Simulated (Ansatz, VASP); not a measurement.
**CeO2: VASP beside Ansatz**

Aim: how closely do two programs agree when they are given the same cell, functional and k mesh? The cell is taken from a series of runs on this material, whose earlier steps may have relaxed, scaled, displaced or heated it; both programs get it as it stands.

Program: Ansatz 0.2.0. Level of theory: plane waves, with VASP 6.6.1 beside it; zone-centre phonons at PBE, DFT+U. Results are calculated unless marked as measured.

### Step 1. The starting structure

It takes space group Fm-3m (No. 225, cubic). The conventional cell has a = 5.472 Å, b = 5.472 Å, c = 5.472 Å, α = 90.00°, β = 90.00°, γ = 90.00°. Ce has 8 O at 2.37 Å nearest. Nearest to O lie 4 Ce at 2.37 Å. Farther neighbours and most contacts between anions are not listed.

Coordinates:

```cif
data_structure
_symmetry_space_group_name_H-M 'Fm-3m'
_symmetry_Int_Tables_number 225
_cell_length_a 5.4719
_cell_length_b 5.4719
_cell_length_c 5.4719
_cell_angle_alpha 90.000
_cell_angle_beta 90.000
_cell_angle_gamma 90.000
_cell_volume 163.83
loop_
_atom_site_label
_atom_site_type_symbol
_atom_site_symmetry_multiplicity
_atom_site_Wyckoff_symbol
_atom_site_fract_x
_atom_site_fract_y
_atom_site_fract_z
_atom_site_occupancy
Ce1 Ce 4 a 0.00000 0.00000 0.00000 1
O1 O 8 c 0.25000 0.75000 0.75000 1
```

### Step 2. Ansatz: zone-centre phonons, PBE, DFT+U

Ansatz runs on its default PAW (the set named soft_2) files.

Second derivatives magnify differences that forces hide, and they need a tight electronic threshold.

Input file input.yaml:

```yaml
crystal:
  lattice:
    - [0.0, 2.7359315297, 2.7359315297]
    - [2.7359315297, 0.0, 2.7359315297]
    - [2.7359315297, 2.7359315297, 0.0]
  atoms:
    - { symbol: Ce, position: [0.0, 0.0, 0.0] }
    - { symbol: O, position: [0.25, 0.25, 0.25] }
    - { symbol: O, position: [0.75, 0.75, 0.75] }
kpoints:
  mp_grid: { grid: [8, 8, 8] }
hamiltonian:
  xc: pbe
  hubbard: { sites: [{ species: Ce, l: f, u_eff: 5.0 }] }
scf:
  occupations: { method: fixed }
  convergence: { dr2_threshold: 1.0e-10 }
output:
  eigenvalues: true
phonons:
  method: dfpt
  dielectric: true
  rigid_motions: translations
```

The run is started by

```
> ansatz run input.yaml --threads 4 --pin off --max-ram 14336MiB --backend cpu --events-out ev --progress --plain --runs-dir out
```

Numbers of over 12 decimals in the logs are rounded to 6 here.

The program printed:

```text
Ce: projections on atomic orbitals take those of the free atom [Kr 4d10] 4f1 5s2 5p6 5d1 6s2, of charge +0.00 (hamiltonian.pseudopotentials.projection_atoms); the dataset's partial waves leave at most 1.4e-5 of an orbital's norm unspanned inside its sphere
O: projections on atomic orbitals take those of the free atom [He] 2s2 2p4, of charge +0.00 (hamiltonian.pseudopotentials.projection_atoms); the dataset's partial waves leave at most 1.9e-8 of an orbital's norm unspanned inside its sphere
Engine: ansatz 0.2.0, aarch64-unknown-linux-gnu
Pseudopotentials: kind: paw
Pseudopotential: Ce, paw, valence charge 12, recommended cutoff 420 eV (normal), Ce.paw.azcp
Pseudopotential: O, paw, valence charge 6, recommended cutoff 420 eV (normal), O.paw.azcp
Functional definition: PBE
  parameter kappa = 0.804
  parameter beta = 0.066725
  exchange = pbe_x(kappa = kappa, mu = beta*pi^2/3)
  correlation = pbe_c(beta = beta)
Crystal: 3 atoms, lattice volume = 40.959 Å³
Basis set: ecut = 420 eV, 821 PW (Γ), exchange–correlation on 54×54×54 points (8 copies of the dense FFT grid, shifted against one another)
Bands: 16, of which v1, the nominal top of the filled ones, is band 12 counted from 1 (11 counted from 0)
Symmetry: 48 space group operations
k-points: 95 of 512 (irreducible under 4 space group operations, time reversal used)
Non-local potential: Ce, projectors of the file, l = 0: 3, l = 1: 2, l = 2: 2, l = 3: 3
Non-local potential: O, projectors of the file, l = 0: 2, l = 1: 2, l = 2: 1
PAW form: soft (Blöchl's): semilocal exchange-correlation on the pseudo side does not see the compensation charge
PAW one-centre angular grid: Ce, 590 points (default); XC on 64 Gauss nodes
PAW one-centre angular grid: O, 110 points (default); XC on 64 Gauss nodes
Initial density: superposition of atomic densities (chi_scale 0.1, normalization cell, long waves kept (reshape's long-wave potential 0.00 eV rms))
Initial wavefunctions: pseudopotential atomic-orbital guess
Functional: x = pbe(κ = 0.804, μ = 0.219515), c = pbe(β = 0.066725)
SCF iter   1: F=—  HF=-7718.141877 eV  |F-HF|=—  |Δ(HF+E_count)|=         —  Δρ=2.15e-1  dr2=1.15e1  ethr=3.10e-3  ⟨swp⟩=3.0  Hψ=6688  notcnv=0  defer=70
preconditioner: auto → none  [insulator: Δε(μ)=5.741 eV  Ē_g=15.182 eV  n_scr=14 (ndim 8)  ℏωp=27.2 eV  f_vac=0.002  ε∞_Penn≈4.2]
SCF iter   2: F=—  HF=-7717.760854 eV  |F-HF|=—  |Δ(HF+E_count)|=   3.81e-1  Δρ=4.05e-1  dr2=8.22e1  ethr=3.10e-3  ⟨swp⟩=6.1  Hψ=6155  notcnv=0  defer=27  recentre
SCF iter   3: F=—  HF=-7716.287706 eV  |F-HF|=—  |Δ(HF+E_count)|=    1.47e0  Δρ=1.61e-1  dr2=7.11e0  ethr=3.10e-3  ⟨swp⟩=4.6  Hψ=6358  notcnv=0  defer=106
SCF iter   4: F=—  HF=-7714.743940 eV  |F-HF|=—  |Δ(HF+E_count)|=    1.54e0  Δρ=1.12e-1  dr2=2.83e0  ethr=3.10e-3  ⟨swp⟩=4.3  Hψ=4984  notcnv=0  defer=51
SCF iter   5: F=—  HF=-7713.944110 eV  |F-HF|=—  |Δ(HF+E_count)|=   8.00e-1  Δρ=4.28e-2  dr2=3.26e-1  ethr=3.10e-3  ⟨swp⟩=4.3  Hψ=4047  notcnv=0  defer=70
SCF iter   6: F=—  HF=-7713.867333 eV  |F-HF|=—  |Δ(HF+E_count)|=   7.68e-2  Δρ=9.56e-3  dr2=8.32e-3  ethr=1.36e-3  ⟨swp⟩=3.9  Hψ=3967  notcnv=0  defer=72
SCF iter   7: F=—  HF=-7713.874585 eV  |F-HF|=—  |Δ(HF+E_count)|=   7.25e-3  Δρ=5.61e-3  dr2=1.26e-2  ethr=3.46e-5  ⟨swp⟩=5.3  Hψ=3920  notcnv=0  defer=164
SCF iter   8: F=—  HF=-7713.876131 eV  |F-HF|=—  |Δ(HF+E_count)|=   1.55e-3  Δρ=7.46e-3  dr2=2.62e-2  ethr=3.46e-5  ⟨swp⟩=2.9  Hψ=2477  notcnv=0  defer=156
SCF iter   9: F=—  HF=-7713.873861 eV  |F-HF|=—  |Δ(HF+E_count)|=   2.27e-3  Δρ=5.24e-3  dr2=1.27e-2  ethr=3.46e-5  ⟨swp⟩=2.8  Hψ=2135  notcnv=0  defer=155
SCF iter  10: F=—  HF=-7713.871795 eV  |F-HF|=—  |Δ(HF+E_count)|=   2.07e-3  Δρ=6.13e-4  dr2=1.53e-4  ethr=3.46e-5  ⟨swp⟩=5.2  Hψ=3525  notcnv=0  defer=168
[...]
SCF iter  13: F=—  HF=-7713.871768 eV  |F-HF|=—  |Δ(HF+E_count)|=   1.35e-6  Δρ=2.24e-6  dr2=5.25e-10  ethr=2.17e-9  ⟨swp⟩=2.6  Hψ=2615  notcnv=0  defer=107
SCF iter  14: F=—  HF=-7713.871768 eV  |F-HF|=—  |Δ(HF+E_count)|=  2.45e-10  Δρ=7.85e-7  dr2=3.14e-10  ethr=1.00e-12  ⟨swp⟩=13.7  Hψ=12940  notcnv=0
SCF iter  15: F=-7713.871768 eV  HF=-7713.871768 eV  |F-HF|=4.55e-12  |Δ(HF+E_count)|=  4.91e-11  Δρ=8.44e-8  dr2=3.08e-12  ethr=1.00e-12  ⟨swp⟩=4.7  Hψ=7784  notcnv=0
SCF 1 converged in 15 iterations: F = -7713.871768 eV  dr2 = 3.08e-12
  greatest PAW one-centre occupation: 0.993 electrons in one spin orbital (limit 2), on the Ce atom at site 0 (counted from 0), in its partial waves of l = 0
DFPT response loops at Γ: preconditioner auto → none (the input reference at scf.mixing.eps_inf says where Resta's filter doesn't serve); β = 0.50; Broyden in place of MSR1
── the response to a field inside a basis, on 8×8×8 k-points: an SCF that follows is theirs, and a resumed run solves both again ──
Bands: 13, of which v1, the nominal top of the filled ones, is band 12 counted from 1 (11 counted from 0)
k-points: 60 of 512 (irreducible under 12 space group operations)
Initial density: handed on by an earlier stage of this run
Initial wavefunctions: pseudopotential atomic-orbital guess (no wavefunctions were taken with the density)
Eigensolver: Dense (60 Hₖ)
SCF iter   1: F=—  HF=-7713.871038 eV  |F-HF|=—  |Δ(HF+E_count)|=         —  Δρ=4.89e-4  dr2=1.70e-5  ethr=1.00e-1
preconditioner: auto → none  [insulator: Δε(μ)=2.312 eV  Ē_g=10.541 eV  n_scr=14 (ndim 8)  ℏωp=27.2 eV  f_vac=0.039  ε∞_Penn≈7.7]
SCF iter   2: F=—  HF=-7713.871047 eV  |F-HF|=—  |Δ(HF+E_count)|=   8.76e-6  Δρ=2.91e-4  dr2=2.73e-5  ethr=7.09e-8
SCF iter   3: F=—  HF=-7713.871051 eV  |F-HF|=—  |Δ(HF+E_count)|=   4.01e-6  Δρ=3.29e-4  dr2=3.89e-5  ethr=7.09e-8
SCF iter   4: F=—  HF=-7713.871047 eV  |F-HF|=—  |Δ(HF+E_count)|=   4.15e-6  Δρ=4.30e-5  dr2=2.00e-7  ethr=7.09e-8
SCF iter   5: F=—  HF=-7713.871047 eV  |F-HF|=—  |Δ(HF+E_count)|=   1.90e-7  Δρ=8.16e-6  dr2=9.01e-9  ethr=8.34e-10
SCF iter   6: F=—  HF=-7713.871047 eV  |F-HF|=—  |Δ(HF+E_count)|=   7.81e-9  Δρ=6.14e-7  dr2=1.27e-10  ethr=3.75e-11
SCF iter   7: F=-7713.871047 eV  HF=-7713.871047 eV  |F-HF|=9.09e-12  |Δ(HF+E_count)|=  1.00e-11  Δρ=1.31e-7  dr2=7.87e-12  ethr=1.00e-12
SCF 1 converged in 7 iterations: F = -7713.871047 eV  dr2 = 7.87e-12
DFPT response loops at Γ: mixed as the last ones told, above
SCF converged after 15 iterations
Free energy (F): -7713.871768 eV
Harris-Foulkes:  -7713.871768 eV  (|F-HF|=4.55e-12)
Internal energy: -7713.871768 eV  (E = F + TS)
E sigma→0 (E₀):  -7713.871768 eV
Fermi energy:    10.997533 eV
--- Per-component energies (eV) ---
  E_band       = 17.555109
  E_kinetic    = 745.098414
  E_local      = -938.103023  (includes V_loc(G=0)·N_el)
  E_nonlocal   = 18.319110
  E_hartree    = 333.213781
  E_xc         = -382.935510
  E_vxc        = -451.388361  (∫ρ·V_xc dr)
  E_hubbard    = 1.663033  (on-site DFT+U / exact-exchange correction)
  E_vhub       = 1.523876  (the Hubbard potential's part of the band-sum identity)
  E_paw        = -5780.936284  (= ΣΔE_a)
  E_vpaw       = -24.327338  (= ΣTr[D̂ρ^β])
  E_aug_tail   = 0.004845  (compensation charges beyond the density's cutoff)
  E_ewald      = -1710.196136
  E_smearing   = -0.000000  (= −TS)
  E_closure    = 0.000000  (closes the sum)
  Σ components = -7713.871768   (vs F -7713.871768, Δ=0.00e0)
--- Band table (eV; the first three rows and the last of 95) ---
  k-point 0: bands = [... 8 lower, 7.1311, 10.5868, 10.5868, 10.5868, 13.2917, 13.6775, 13.6775, 13.6775]
  k-point 1: bands = [... 8 lower, 7.5119, 10.4068, 10.4920, 10.4920, 13.3104, 13.6609, 13.6609, 13.6785]
  k-point 2: bands = [... 8 lower, 8.4173, 10.0647, 10.3228, 10.3228, 13.3645, 13.5967, 13.5967, 13.6809]
  k-point 94: bands = [... 8 lower, 9.8987, 9.8987, 10.2812, 10.3929, 13.3585, 13.4807, 13.4807, 13.6966]
Occupation matrices written to <dir>
--- Phonons (Γ-DFPT): 2 representative perturbations + reference, on 95 of 512 k-points (Σ response iterations 20) ---
  k mesh reduced under 4 symmetry operations, with k and −k counted as one. Each operation leaves every solved perturbation unchanged. A smaller set is not considered because the run has a Hubbard term
  ASR residual: 7.098e-5 → 0.000e0 eV/Å²; symmetrization residual: 5.203e-8 eV/Å²
  ASR residual per site (eV/Å²): 4.01e-5 7.10e-5 7.10e-5
  Γ frequencies (cm⁻¹): 0.00 0.00 0.00 258.59 258.59 258.59 430.97 430.97 430.97
  ε∞ (high-frequency dielectric tensor):
        6.508309     0.000000     0.000000
        0.000000     6.508309    -0.000000
        0.000000    -0.000000     6.508309
  ε⁰ (static dielectric tensor: ions relaxed, cell fixed):
       27.549092     0.000000    -0.000000
        0.000000    27.549092    -0.000000
       -0.000000    -0.000000    27.549092
  ε⁰ − ε∞ (ionic part):
       21.040782     0.000000    -0.000000
        0.000000    21.040782    -0.000000
       -0.000000    -0.000000    21.040782
  softest optical mode at Γ: 258.59 cm⁻¹; the repairs (sum rule, projections) moved no ω² at Γ by more than (1.10 cm⁻¹)²
  Born effective charges Z* (e; rows j = field, columns β = displacement):
    site 0:
         5.52339   -0.00000    0.00000
         0.00000    5.52339   -0.00000
        -0.00000    0.00000    5.52339
    site 1:
        -2.76170    0.00000   -0.00000
        -0.00000   -2.76170    0.00000
         0.00000   -0.00000   -2.76170
    site 2:
        -2.76170    0.00000   -0.00000
        -0.00000   -2.76170    0.00000
         0.00000   -0.00000   -2.76170
  Z* charge neutrality: 6.141e-4 e pre-enforcement
  solved inside a basis spanned on kpoints, on 8×8×8 k-points, its susceptibility summed on 12×12×12: ε∞ is read to err by 1.9e-2, Z* by 1.8e-2 e (field_mesh: kpoints solves on kpoints); Z* is corrected for what the basis lacks
  optical modes at Γ without the LO–TO term, one row a degenerate level:
      ω (cm⁻¹)  modes    IR ((D/Å)²/amu)
        258.59      3            81.0590
        430.97      3             0.0000
  optical modes at Γ + LO–TO along q̂ = [1.0000, 0.0000, 0.0000]:
      ω (cm⁻¹)  modes    IR ((D/Å)²/amu)
        258.59      2            54.0393
        430.97      3             0.0000
        532.03      1            27.0197
  optical modes at Γ + LO–TO along q̂ = [0.0000, 1.0000, 0.0000]:
      ω (cm⁻¹)  modes    IR ((D/Å)²/amu)
        258.59      2            54.0393
        430.97      3             0.0000
        532.03      1            27.0197
  optical modes at Γ + LO–TO along q̂ = [0.0000, 0.0000, 1.0000]:
      ω (cm⁻¹)  modes    IR ((D/Å)²/amu)
        258.59      2            54.0393
        430.97      3             0.0000
        532.03      1            27.0197
```

[end of part 1 of 2]

[Lines on the potential files, build, host, timing and source positions are cut from VASP's logs without a mark.]

[Logs are printed without paths, hosts, clocks, repeated set-up lines and the standing remarks that a program may print on its own settings, such as how far it seeks lower states.]

[Hosts, paths, dates, database ids (printed as entryN), source tags and the programs' standing remarks are cut or masked in the printed files.]
